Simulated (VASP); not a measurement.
Consider the following.

```
PbSe
1.0
    0.00000     3.08610     3.08610
    3.08610     0.00000     3.08610
    3.08610     3.08610     0.00000
Pb Se
1 1
Cartesian
  0.00000   0.00000   0.00000
  3.08610   3.08610   3.08610
```

These are PBE GGA with D3 dispersion (zero damping), VASP's PBE PAW potentials (set 64) (plane waves; VASP) values and carry that method's errors. Settings: 520 eV cut-off, 7×7×7 Γ-centred mesh, Gaussian smearing of 0.050 eV, potentials Pb_d Se.

Task: Give the energy at these volumes per atom, relative to the lowest: 27.60, 28.48, 29.36, 30.24, 31.12 Å³.

Result: 18.1, 4.4, 0.0, 3.4, 12.9 meV/atom. A third-order Birch-Murnaghan fit gives B0 = 46.0 GPa and B0′ = 5.9.

Measured: a 6.105 Å at 120 K (computed value off by +1.1 %), as given by Noda, Masumoto, Ohba, Saito, Toriumi, Iwata, Shibuya, Acta Cryst. C 43, 1443 (1987), by a structure database's card. The calculation is for a static lattice, while the measured a holds thermal and zero-point effects, which are part of the difference.

The compound is PbSe in the rock salt structure. It was relaxed first.
